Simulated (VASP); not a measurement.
Energy against volume of BN (zinc blende). Level of theory: r2SCAN+rVV10, VASP's PBE PAW potentials (set 64) (plane waves; VASP). Run with 520 eV cut-off, 12×12×12 Γ-centred mesh, Gaussian smearing of 0.050 eV, potentials B N.

| V (Å³/atom) | E (eV/atom) |
|---|---|
| 5.706 | -9.52891 |
| 5.882 | -9.53618 |
| 6.059 | -9.53040 |
| 6.235 | -9.51326 |

### Question
Fit these four points and predict the energy of the run at 5.529 Å³/atom.

### Answer
A cubic in V^(−2/3), the third-order Birch-Murnaghan form, passes through the four points with V0 = 5.89 Å³/atom and B0 = 393 GPa, and gives -9.5067 eV/atom there. The run gave -9.5066 eV/atom, +0.1 meV/atom from the fit; all five points give B0 = 393 GPa.

The compound is BN in the zinc blende structure. It was relaxed first.
